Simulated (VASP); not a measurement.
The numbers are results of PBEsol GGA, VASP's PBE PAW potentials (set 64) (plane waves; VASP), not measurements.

A VASP calculation is set up with these files.

### INCAR
```
SYSTEM = AgCl
PREC = Accurate; ENCUT = 480; LREAL = .False.
LASPH = .True.
EDIFF = 1E-7; NELM = 100; ALGO = Normal
LMAXMIX = 4
ISMEAR = 0; SIGMA = 0.05
GGA = PS
IBRION = 2; NSW = 30; ISIF = 2
EDIFFG = -0.01
LWAVE = .False.; LCHARG = .False.
```

POSCAR:
```
AgCl
1.0
  0.0000000000   2.7740211527   2.7196285811
  2.7196285811   0.0000000000   2.7196285811
  2.7196285811   2.7740211527   0.0000000000
Ag Cl
1 1
Cart
  2.7196285811   2.7740211527   5.4392571622
  2.7196285811   2.7740211527   2.7196285811
```

### KPOINTS
```
K-points
0
gamma
 8 8 8
0 0 0
```

POTCAR, in this order: Ag Cl (PBE.64 set). Program: vasp_std.

The resulting files:

OSZICAR:
```
       N       E                     dE             d eps       ncg     rms          rms(c)
DAV:   1     0.954002215090E+02    0.95400E+02   -0.85377E+03  1574   0.118E+03
DAV:   2    -0.245794448879E+01   -0.97858E+02   -0.92318E+02  1849   0.246E+02
DAV:   3    -0.618923743488E+01   -0.37313E+01   -0.37211E+01  1744   0.520E+01
DAV:   4    -0.621876236473E+01   -0.29525E-01   -0.29522E-01  1754   0.515E+00
DAV:   5    -0.621918535725E+01   -0.42299E-03   -0.42299E-03  1779   0.613E-01    0.746E+00
DAV:   6    -0.606252721561E+01    0.15666E+00   -0.37750E-01  1681   0.873E+00    0.486E+00
DAV:   7    -0.605992288455E+01    0.26043E-02   -0.74858E-02  1594   0.219E+00    0.210E+00
DAV:   8    -0.605853414951E+01    0.13887E-02   -0.44081E-03  1664   0.837E-01    0.319E-01
DAV:   9    -0.605849481893E+01    0.39331E-04   -0.55584E-04  1739   0.344E-01    0.483E-02
DAV:  10    -0.605851720899E+01   -0.22390E-04   -0.39939E-05  1674   0.636E-02    0.167E-02
DAV:  11    -0.605852244244E+01   -0.52335E-05   -0.41085E-06  1624   0.208E-02    0.201E-03
DAV:  12    -0.605852240925E+01    0.33192E-07   -0.22474E-07  1734   0.626E-03
   1 F= -.60585224E+01 E0= -.60585224E+01  d E =-.605852E+01
```

OUTCAR:
```
------------------------ aborting loop because EDIFF is reached ----------------------------------------
  FORCE on cell =-STRESS in cart. coord.  units (eV):
  Direction    XX          YY          ZZ          XY          YZ          ZX
  --------------------------------------------------------------------------------------
  Total       -0.1791454     -0.3075174     -0.1791454      0.0000000     -0.0000000      0.0000000
  in kB       -6.9945098    -12.0066335     -6.9945098      0.0000000     -0.0000000      0.0000000
  external PRESSURE =      -8.6652177 kB  Pullay stress =       0.0000000 kB
  volume of cell :       41.04
      direct lattice vectors                 reciprocal lattice vectors
     0.000000000  2.774021153  2.719628581    -0.183848634  0.180243759  0.183848634
     2.719628581  0.000000000  2.719628581     0.183848634 -0.180243759  0.183848634
     2.719628581  2.774021153  0.000000000     0.183848634  0.180243759 -0.183848634
  FREE ENERGIE OF THE ION-ELECTRON SYSTEM (eV)
  ---------------------------------------------------
  free  energy   TOTEN  =        -6.0585224093 eV

  energy  without entropy=       -6.0585224093  energy(sigma->0) =       -6.05852241

 reached required accuracy - stopping structural energy minimisation
```
(Selected blocks of OUTCAR.)

The compound is AgCl in the rock salt structure. This cell was strained or had an atom moved on purpose.
